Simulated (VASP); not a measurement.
Input of a VASP 6.6.1 run:

The input INCAR:

```
SYSTEM = CoC23
ALGO     = Normal         ! electronic algorithm
EDIFF    = 1E-5           ! SCF threshold, eV
ENCUT    = 450            ! plane-wave cutoff, eV
GGA      = PS             ! functional
ISIF     = 2              ! what is computed and relaxed
ISMEAR   = 0              ! smearing method
ISPIN    = 2              ! spin polarisation
ISYM     = 0            
KPAR     = 4            
LASPH    = .TRUE.         ! aspherical terms in the spheres
LCHARG   = .FALSE.        ! write CHGCAR
LDAU     = .TRUE.         ! DFT+U
LDAUJ    = 0 0          
LDAUL    = 2 -1           ! shell
LDAUPRINT= 1            
LDAUTYPE = 2            
LDAUU    = 4 0            ! U, eV
LMAXMIX  = 4              ! l up to which the mixer works
LORBIT   = 11             ! projections on sites
LREAL    = Auto         
LWAVE    = .FALSE.        ! write WAVECAR
MAGMOM   = 3 0 0 0 0 0 0 0 0 0 0 0 0 0 0 0 0 0 0 0 0 0 0 0 ! initial moments
NELM     = 120            ! most SCF steps
NUPDOWN  = 3              ! fixed moment
PREC     = Accurate       ! precision mode
SIGMA    = 0.03           ! smearing width, eV
```

File KPOINTS:

```
k-points
0
G
  3 4 4
  0 0 0
```

The input POSCAR:

```
CoC23                                   
1.0
    0.0000000000      5.3503200000      5.3503200000
    3.5668800000      0.0000000000      3.5668800000
    3.5668800000      3.5668800000      0.0000000000
  Co              C             
     1    23
Direct
     0.9878476403487173    0.0049593300314125    0.0020533564427051
     0.0035531218769214    0.0002490914613678    0.4939023413346967
     0.0035119759204198    0.4970045869105120    0.9973360023087092
     0.0045597664325952    0.4965693937557836    0.4937867818091033
     0.3329417354921900    0.0020489777192848    0.9993164555465434
     0.3397686622370288    0.9978867889695974    0.4890088729895294
     0.3398835339681217    0.4916126669084846    0.9952607361898697
     0.3340070472018436    0.4997498337682955    0.4971031331500487
     0.6668460989475973    0.9981103504614416    0.9952743976210872
     0.6604394305660513    0.0015507457939518    0.5045111283555771
     0.6605393568058398    0.5071946290560274    0.9988435891809085
     0.6685462425686007    0.4988406453607014    0.4961136214343395
     0.0960992722090573    0.1374846704001351    0.1344344705618115
     0.1006174706154266    0.1348052187984143    0.5751741921716713
     0.1006626494907130    0.5780728217503295    0.1320277422294050
     0.0863583913126749    0.6235764843247006    0.6206150260927260
     0.4262285610627238    0.1169559607491584    0.1142733694979648
     0.4130178610639934    0.1245654894883434    0.6286209383897696
     0.4131250655906333    0.6313012836427109    0.1218882830357443
     0.4193009204562929    0.6228327960061945    0.6202436432212957
     0.7033031397034035    0.1493615921017358    0.1467034806224493
     0.7521534741612531    0.1252465824923577    0.6205238555485726
     0.7521155993572196    0.6233969479254817    0.1225353728357398
     0.7502899826106977    0.6242481121235713    0.6215672094297250
```

Potentials or basis: VASP PAW PBE potentials, release 64 (Co, C).

Launch:

```console
$ cat potpaw_PBE.64/Co/POTCAR potpaw_PBE.64/C/POTCAR > POTCAR
$ mpirun -np 4 vasp_std > vasp.out
```

(1) Estimate the largest force.

Answers

(1) 0.862 eV/Å.

Caveat: the k mesh is coarse (spacing up to 0.38 Å⁻¹), so the values aren't converged; the PAW data sets were made with another functional, which shifts forces and pressure a little; the total moment is fixed, so each spin has its own Fermi level; the U is typed as a test and isn't derived for this compound.
